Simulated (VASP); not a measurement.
```
CELL_PARAMETERS angstrom
      0.00000     3.35148     3.35148
      3.35148     0.00000     3.35148
      3.35148     3.35148     0.00000
ATOMIC_POSITIONS crystal
  Sn 0.00000 0.00000 0.00000
  Mg 0.25000 0.25000 0.25000
  Mg 0.75000 0.75000 0.75000
```

Computed with PBE GGA with D3 dispersion (Becke-Johnson damping), VASP's PBE PAW potentials (set 64) (plane waves; VASP). Run with 400 eV cut-off, Gaussian smearing of 0.050 eV, potentials Sn_d Mg.

Problem. Give the energies of bands 7 to 12 at the high-symmetry points, in eV from the Fermi level.

Solution. 
| band | Γ | X | U | L | W |
|---|---|---|---|---|---|
| 7 | 0.06 | -4.62 | -4.20 | -4.85 | -3.79 |
| 8 | 0.06 | -2.10 | -3.56 | -0.79 | -3.79 |
| 9 | 0.06 | -2.10 | -1.76 | -0.79 | -2.71 |
| 10 | 1.62 | -0.06 | 0.44 | 0.82 | 2.72 |
| 11 | 2.24 | 0.19 | 2.70 | 2.29 | 3.10 |
| 12 | 2.24 | 7.40 | 5.42 | 2.29 | 3.10 |

It has no gap at this level: it comes out as a metal or semimetal.

The structure comes from a measured Mg2Sn entry (Fm-3m) of the Crystallography Open Database, whose conditions weren't checked. It was relaxed first.
